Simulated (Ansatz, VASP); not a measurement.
# CuBiSeO: VASP beside Ansatz, part 2 of 2

Aim: how closely do two programs agree when they are given the same cell, functional and k mesh? The cell is taken from a series of VASP runs on this material, whose earlier steps may have relaxed, scaled or displaced it; both programs get it as it stands. Valence electrons are named where the data sets of a main pair hold unlike numbers.

VASP 6.6.1 and Ansatz 0.2.0.

So far: Starting point; Ansatz: band structure, LDA, spin-orbit coupling.

### Step 3. VASP: band structure, LDA, spin-orbit coupling

Level of this step: LDA, spin-orbit coupling, no spin polarisation; plane waves and PAW (Cu, Bi_d, Se, O) (VASP).

The same cell, functional (in two slightly different forms), mesh and smearing now go to VASP, with its own data sets.

Lines of VASP's logs that name or quote its potential files are left out, and so is its time.

Input file INCAR:

```
SYSTEM = CuBiSeO
PREC = Accurate
ENCUT = 520
EDIFF = 1E-06
NELM = 100
ISMEAR = 0
SIGMA = 0.02
LREAL = .FALSE.
ALGO = Normal
GGA = CA
LNONCOLLINEAR = .TRUE.
MAGMOM = 0 0 0 0 0 0 0 0 0 0 0 0 0 0 0 0 0 0 0 0 0 0 0 0
NBANDS = 94
GGA_COMPAT = .FALSE.
LASPH = .TRUE.
LSORBIT = .TRUE.
LMAXMIX = 4
LORBIT = 11
LWAVE = .FALSE.
LCHARG = .FALSE.
KPAR = 8
ISIF = 2
```

Input file POSCAR:

```
CuBiSeO
1.0
    3.9497130000      0.0000000000      0.0000000000
    0.0000000000      3.9497130000      0.0000000000
    0.0000000000      0.0000000000      9.0675050000
Cu Bi Se O
2 2 2 2
Direct
    0.0000000000      0.0000000000      0.5000000000
    0.5000000000      0.5000000000      0.5000000000
    0.0000000000      0.5000000000      0.8627160189
    0.5000000000      0.0000000000      0.1372839811
    0.5000000000      0.0000000000      0.6677103666
    0.0000000000      0.5000000000      0.3322896334
    0.5000000000      0.5000000000      0.0000000000
    0.0000000000      0.0000000000      0.0000000000
```

Input file KPOINTS:

```
Automatic mesh
0
Gamma
8 8 4
0 0 0
```

Input file KPOINTS_OPT:

```
Line mode
16
Line-mode
Reciprocal
  0.00000000   0.00000000   0.00000000 GAMMA
  0.00000000   0.50000000   0.00000000 X

  0.00000000   0.50000000   0.00000000 X
  0.50000000   0.50000000   0.00000000 M

  0.50000000   0.50000000   0.00000000 M
  0.00000000   0.00000000   0.00000000 GAMMA

  0.00000000   0.00000000   0.00000000 GAMMA
  0.00000000   0.00000000   0.50000000 Z

  0.00000000   0.00000000   0.50000000 Z
  0.00000000   0.50000000   0.50000000 R

  0.00000000   0.50000000   0.50000000 R
  0.50000000   0.50000000   0.50000000 A

  0.50000000   0.50000000   0.50000000 A
  0.00000000   0.00000000   0.50000000 Z

  0.00000000   0.50000000   0.00000000 X
  0.00000000   0.50000000   0.50000000 R

  0.50000000   0.50000000   0.00000000 M
  0.50000000   0.50000000   0.50000000 A
```

PAW data sets: Cu, Bi_d, Se and O (LDA family, release 64).

The run is started by

```
mpirun -np 8 vasp_ncl
```

Numbers of over 12 decimals in the logs are rounded to 6 here.

The log of the run:

```text
[banner, memory and clock lines left out]
running    8 mpi-ranks, on    1 nodes
 distrk:  each k-point on    1 cores,    8 groups
 distr:  one band on    1 cores,    1 groups

 POSCAR found type information on POSCAR CuBiSeO
 POSCAR found :  4 types and       8 ions
|                                                                             |
|           W    W    AA    RRRRR   N    N  II  N    N   GGGG   !!!           |
|           W    W   A  A   R    R  NN   N  II  NN   N  G    G  !!!           |
|           W    W  A    A  R    R  N N  N  II  N N  N  G       !!!           |
|           W WW W  AAAAAA  RRRRR   N  N N  II  N  N N  G  GGG   !            |
|           WW  WW  A    A  R   R   N   NN  II  N   NN  G    G                |
|           W    W  A    A  R    R  N    N  II  N    N   GGGG   !!!           |
|                                                                             |
|     For optimal performance we recommend to set                             |
|       NCORE = 2 up to number-of-cores-per-socket                            |
|     NCORE specifies how many cores store one orbital (NPAR=cpu/NCORE).      |
|     This setting can greatly improve the performance of VASP for DFT.       |
|     The default, NCORE=1 might be grossly inefficient on modern             |
|     multi-core architectures or massively parallel machines. Do your        |
|     Unfortunately you need to use the default for GW and RPA                |
|     calculations (for HF NCORE is supported but not extensively tested      |
|     yet).                                                                   |
|                                                                             |

 LDA part: xc-table for (Slater(with rela. corr.)+CA(PZ))
 , standard interpolation
 POSCAR, INCAR and KPOINTS ok, starting setup
 FFT: planning ... GRIDC
 FFT: planning ... GRID_SOFT
 FFT: planning ... GRID
 WAVECAR not read
 entering main loop
       N       E                     dE             d eps       ncg     rms          rms(c)
DAV:   1     0.101128162190E+04    0.10113E+04   -0.33629E+04  8492   0.208E+03
DAV:   2     0.183728568573E+03   -0.82755E+03   -0.79395E+03  8508   0.599E+02
DAV:   3    -0.212297725406E+02   -0.20496E+03   -0.19248E+03  9590   0.279E+02
DAV:   4    -0.488983270109E+02   -0.27669E+02   -0.26781E+02 12432   0.103E+02
DAV:   5    -0.500810206375E+02   -0.11827E+01   -0.11669E+01 13240   0.245E+01    0.164E+01
DAV:   6    -0.481433503284E+02    0.19377E+01   -0.54522E+01 13408   0.110E+02    0.117E+01
DAV:   7    -0.447450661458E+02    0.33983E+01   -0.14214E+01 11264   0.797E+01    0.443E+00
DAV:   8    -0.448536582735E+02   -0.10859E+00   -0.44894E+00 13560   0.182E+01    0.204E+00
DAV:   9    -0.448251754008E+02    0.28483E-01   -0.42528E-01 12410   0.957E+00    0.555E-01
DAV:  10    -0.448261595823E+02   -0.98418E-03   -0.98809E-02 11616   0.525E+00    0.447E-01
DAV:  11    -0.448227158779E+02    0.34437E-02   -0.21487E-02 12624   0.235E+00    0.998E-02
DAV:  12    -0.448228479980E+02   -0.13212E-03   -0.22001E-03 12640   0.365E-01    0.483E-02
DAV:  13    -0.448228692803E+02   -0.21282E-04   -0.31827E-04 13054   0.191E-01    0.277E-02
DAV:  14    -0.448228609610E+02    0.83194E-05   -0.67434E-05 13704   0.922E-02    0.134E-02
DAV:  15    -0.448228615692E+02   -0.60822E-06   -0.10627E-05 11830   0.276E-02    0.106E-02
DAV:  16    -0.448228602335E+02    0.13357E-05   -0.51143E-06  9688   0.343E-02    0.338E-03
DAV:  17    -0.448228601187E+02    0.11481E-06   -0.79065E-07  5378   0.916E-03
   1 F= -.44822860E+02 E0= -.44822774E+02  d E =-.172428E-03  mag=     0.0000    -0.0000     0.0000
 Start KPOINTS_OPT (optional k-point list driver)
k-point batch [1-45\144]
       N       E                     dE             ncg
DAV:   1     0.346292232407E+05   -0.36250E+05     8488
DAV:   2    -0.218157898303E+04   -0.36811E+05     8468
DAV:   3    -0.111269537763E+05   -0.89454E+04     9264
DAV:   4    -0.122746222130E+05   -0.11477E+04    12200
DAV:   5    -0.123221929568E+05   -0.47571E+02    13008
DAV:   6    -0.123234273577E+05   -0.12344E+01    12944
DAV:   7    -0.123234821409E+05   -0.54783E-01    13564
DAV:   8    -0.123234853304E+05   -0.31895E-02    13214
DAV:   9    -0.123234855401E+05   -0.20973E-03    13178
DAV:  10    -0.123234855551E+05   -0.14939E-04     9654
DAV:  11    -0.123234855563E+05   -0.12125E-05     6740
DAV:  12    -0.123234855567E+05   -0.39687E-06     6044
[...]
k-point batch [136-144\144]
       N       E                     dE             ncg
DAV:   1     0.709659293789E+05   -0.17362E+05     1692
DAV:   2     0.636465253550E+05   -0.73194E+04     1692
DAV:   3     0.619703303446E+05   -0.16762E+04     1890
DAV:   4     0.617802386962E+05   -0.19009E+03     2408
DAV:   5     0.617735962270E+05   -0.66425E+01     2536
DAV:   6     0.617734067231E+05   -0.18950E+00     2564
DAV:   7     0.617733970200E+05   -0.97031E-02     2728
DAV:   8     0.617733963716E+05   -0.64837E-03     2644
DAV:   9     0.617733963193E+05   -0.52384E-04     2456
DAV:  10     0.617733963144E+05   -0.48647E-05     1948
DAV:  11     0.617733963139E+05   -0.49720E-06     1328
```

OUTCAR, selected parts (step 3):

```text
ion  position               nearest neighbor table
   1  0.000  0.000  0.500-   5 2.49   6 2.49   6 2.49   5 2.49   2 2.79   2 2.79   2 2.79   2 2.79

  LATTYP: Found a simple tetragonal cell.
 ALAT       =     3.9497130000
 C/A-ratio  =     2.2957376903

 Subroutine GETGRP returns: Found 16 space group operations
 (whereof  8 operations were pure point group operations)

The static configuration has the point symmetry D_2d.
 The point group associated with its full space group is D_4h.

 Found     45 irreducible k-points:

   k-points           NKPTS =     45   k-points in BZ     NKDIM =     45   number of bands    NBANDS=     94

   dimension x,y,z NGX =    30 NGY =   30 NGZ =   70
   dimension x,y,z NGXF=    60 NGYF=   60 NGZF=  140

   ENCUT  =  520.0 eV  38.22 Ry    6.18 a.u.   7.34  7.34 16.86*2*pi/ulx,y,z

   NELECT =      76.0000    total number of electrons

 k-points in reciprocal lattice and weights: Automatic mesh
   0.00000000  0.00000000  0.00000000       0.004
   0.12500000  0.00000000  0.00000000       0.016
   0.25000000  0.00000000  0.00000000       0.016
   0.37500000  0.00000000  0.00000000       0.016
   0.50000000  0.00000000  0.00000000       0.008
   0.12500000  0.12500000  0.00000000       0.016
   0.25000000  0.12500000  0.00000000       0.031
   0.37500000  0.12500000  0.00000000       0.031
   0.50000000  0.12500000  0.00000000       0.016
[...]
0.50000000  0.37500000  0.50000000       0.016
   0.50000000  0.50000000  0.50000000       0.004

 average (electrostatic) potential at core
       1 -64.7060       2 -64.7060       3-104.9296       4-104.9296       5 -57.7841
       6 -57.7841       7 -70.4034       8 -70.4034

 E-fermi :   6.6711

 k-point     1 :       0.0000    0.0000    0.0000
  band No.  band energies     occupation
    ...
     74       6.1992      1.00000
     75       6.4589      1.00000
     76       6.4589      1.00000
     77       6.6632      0.71305
     78       6.6632      0.71305
     79       7.2640      0.00000
     80       7.2640      0.00000
     81       9.2080      0.00000
     82       9.2080      0.00000
     83       9.9893      0.00000
    ...

 k-point     2 :       0.1250    0.0000    0.0000
  band No.  band energies     occupation
    ...
     72       5.8729      1.00000
     73       6.1514      1.00000
     74       6.1514      1.00000
     75       6.4096      1.00000
     76       6.4096      1.00000
     77       7.2701      0.00000
     78       7.2701      0.00000
     79       7.4398      0.00000
     80       7.4398      0.00000
     81       8.8590      0.00000
    ...

 k-point     3 :       0.2500    0.0000    0.0000
  band No.  band energies     occupation
    ...
     72       6.0167      1.00000
     73       6.1873      1.00000
     74       6.1873      1.00000
     75       6.4682      1.00000
     76       6.4682      1.00000
     77       7.4528      0.00000
     78       7.4528      0.00000
     79       8.1232      0.00000
     80       8.1232      0.00000
     81       8.5973      0.00000
    ...

  Total       -4.9081431     -4.9081431     -4.1427690      0.0000000      0.0000000      0.0000000
  in kB      -55.5915666    -55.5915666    -46.9226374      0.0000000      0.0000000      0.0000000
  external PRESSURE =     -52.7019236 kB  Pullay stress =       0.0000000 kB

  energy-cutoff  :      520.00
  volume of cell :      141.46
      direct lattice vectors                 reciprocal lattice vectors
     3.949713000  0.000000000  0.000000000     0.253182953  0.000000000  0.000000000
     0.000000000  3.949713000  0.000000000     0.000000000  0.253182953  0.000000000
     0.000000000  0.000000000  9.067505000     0.000000000  0.000000000  0.110283920

 POSITION                                       TOTAL-FORCE (eV/Angst)
 -----------------------------------------------------------------------------------
      0.00000      0.00000      4.53375        -0.000000     -0.000000     -0.000000
      1.97486      1.97486      4.53375         0.000000     -0.000000     -0.000000
      0.00000      1.97486      7.82268        -0.000000     -0.000000      0.004785
      1.97486      0.00000      1.24482         0.000000     -0.000000     -0.004785
      1.97486      0.00000      6.05447        -0.000000     -0.000000     -0.109054
      0.00000      1.97486      3.01304        -0.000000     -0.000000      0.109054
      1.97486      1.97486      0.00000        -0.000000      0.000000     -0.000000
      0.00000      0.00000      0.00000        -0.000000     -0.000000     -0.000000
 -----------------------------------------------------------------------------------
    total drift:                                0.000000      0.000000      0.000000

  FREE ENERGIE OF THE ION-ELECTRON SYSTEM (eV)
  ---------------------------------------------------
  free  energy   TOTEN  =       -44.8228601187 eV

  energy  without entropy=      -44.8226876907  energy(sigma->0) =      -44.82277390

 Spin-Orbit-Coupling matrix elements
 Ion:    1  E_soc:     -0.0101659
 Ion:    2  E_soc:     -0.0101659
 Ion:    3  E_soc:     -1.1621038
 Ion:    4  E_soc:     -1.1621038
 Ion:    5  E_soc:     -0.0405404
 Ion:    6  E_soc:     -0.0405404
 Ion:    7  E_soc:     -0.0007705
 Ion:    8  E_soc:     -0.0007705

 total charge
# of ion       s       p       d       tot
------------------------------------------
    1        0.356   0.324   9.274   9.953
    2        0.356   0.324   9.274   9.953
    3        1.625   0.927  10.004  12.555
    4        1.625   0.927  10.004  12.555
    5        1.453   2.338   0.049   3.839
    6        1.453   2.338   0.049   3.839
    7        1.573   3.363   0.000   4.936
    8        1.573   3.363   0.000   4.936
--------------------------------------------------
tot         10.013  13.902  38.652  62.567

 magnetization (x)
# of ion       s       p       d       tot
------------------------------------------
    1        0.000   0.000   0.000   0.000
    2        0.000   0.000   0.000   0.000
    3        0.000   0.000   0.000   0.000
    4        0.000   0.000   0.000   0.000
    5        0.000  -0.000   0.000  -0.000
    6        0.000  -0.000   0.000  -0.000
    7        0.000   0.000   0.000   0.000
    8        0.000   0.000   0.000   0.000
--------------------------------------------------
tot          0.000  -0.000   0.000  -0.000

 magnetization (y)
# of ion       s       p       d       tot
------------------------------------------
    1       -0.000   0.000   0.000  -0.000
    2       -0.000  -0.000   0.000  -0.000
    3        0.000   0.000   0.000   0.000
    4        0.000   0.000   0.000   0.000
    5       -0.000  -0.000   0.000  -0.000
    6        0.000  -0.000   0.000  -0.000
    7        0.000   0.000   0.000   0.000
    8        0.000  -0.000   0.000  -0.000
--------------------------------------------------
tot         -0.000   0.000   0.000   0.000

 magnetization (z)
# of ion       s       p       d       tot
------------------------------------------
    1        0.000   0.000   0.000   0.000
    2        0.000   0.000  -0.000  -0.000
    3        0.000   0.000   0.000   0.000
    4        0.000   0.000   0.000   0.000
    5        0.000   0.000   0.000   0.000
    6        0.000   0.000   0.000   0.000
    7        0.000  -0.000   0.000  -0.000
    8        0.000   0.000   0.000   0.000
--------------------------------------------------
tot          0.000   0.000   0.000   0.000

[... 3 further parts left out ...]
```

This run has no spin polarisation, so a moment on Cu, if there is one, isn't seen.

### Step 4. Differences

Known differences besides the potentials themselves: spin-orbit coupling enters by fully relativistic files in Ansatz and inside the spheres in VASP; the two LDA forms differ slightly; the data sets hold 112 valence electrons in Ansatz (on its fully relativistic PAW (standard-fr) files) and 76 in VASP; the cutoff is 420 eV in Ansatz and 520 eV in VASP; VASP's log shows a relativistic correction to its local exchange, Ansatz's none. Total energies have different zeros and are not compared.

The two programs side by side:

```
                                        quantity  Ansatz   VASP  difference
                                  pressure (GPa)   -5.48  -5.27       -0.21
pressure without Ansatz's Pulay correction (GPa)   -5.76  -5.27       -0.49
```

Forces (eV/Å; atoms numbered as in POSCAR):

```
atom        Ansatz x, y, z          VASP x, y, z
 Cu1   0.000, 0.000, 0.000   0.000, 0.000, 0.000
 Cu2   0.000, 0.000, 0.000   0.000, 0.000, 0.000
 Bi3   0.000, 0.000, 0.086   0.000, 0.000, 0.005
 Bi4  0.000, 0.000, -0.086  0.000, 0.000, -0.005
 Se5  0.000, 0.000, -0.189  0.000, 0.000, -0.109
 Se6   0.000, 0.000, 0.189   0.000, 0.000, 0.109
  O7   0.000, 0.000, 0.000   0.000, 0.000, 0.000
  O8   0.000, 0.000, 0.000   0.000, 0.000, 0.000
```

The forces differ by 33 meV/Å r.m.s., which is 104.2 % of the r.m.s. force of 0.032 eV/Å (both taken over all components). Levels from 3 eV below to 2 eV above the Fermi level differ by 28 meV r.m.s. and 122 meV at most; each VASP level is matched to the nearest of Ansatz, which flatters the figure a little. Ansatz's pressure holds a Pulay correction of 0.28 GPa; VASP's holds none.

### Step 5. Further runs

Further runs change the set-up of one program: Ansatz's method, potentials or start, or VASP's data sets, cutoff or form of LDA. The table gives Ansatz less VASP for each quantity, since a change that brings one quantity closer may part another.

```
                 run  r.m.s. force difference (meV/Å)  pressure (GPa)  pressure without Ansatz's Pulay correction (GPa)
            as above                               33           -0.21                                             -0.49
cores kept as stored                               31           -0.16                                             -0.43
```

### Step 6. Outcome

```
r.m.s. force difference (band structure, LDA, spin-orbit coupling) : 33 meV/Å
```

**Reading.** The r.m.s. force difference is 33 meV/Å (band structure, LDA, spin-orbit coupling), beyond the 12 meV/Å picked in this series as the mark of a large difference. The data sets hold unlike numbers of valence electrons (112 in Ansatz and 76 in VASP), so part of the differences comes from the potentials. For band structure, LDA, spin-orbit coupling, no further run moves any of the tabulated differences by more than a quarter of its size. 3 further runs of this series are not shown here. Such differences can come from data sets, numerical settings and the points named under the comparisons, not from the functional's error against experiment.

[Lines on the potential files, build, host, timing and source positions are cut from VASP's logs without a mark.]

[Logs are printed without paths, hosts, clocks, repeated set-up lines and the standing remarks that a program may print on its own settings, such as how far it seeks lower states.]

[Hosts, paths, dates, database ids (printed as entryN), source tags and the programs' standing remarks are cut or masked in the printed files.]
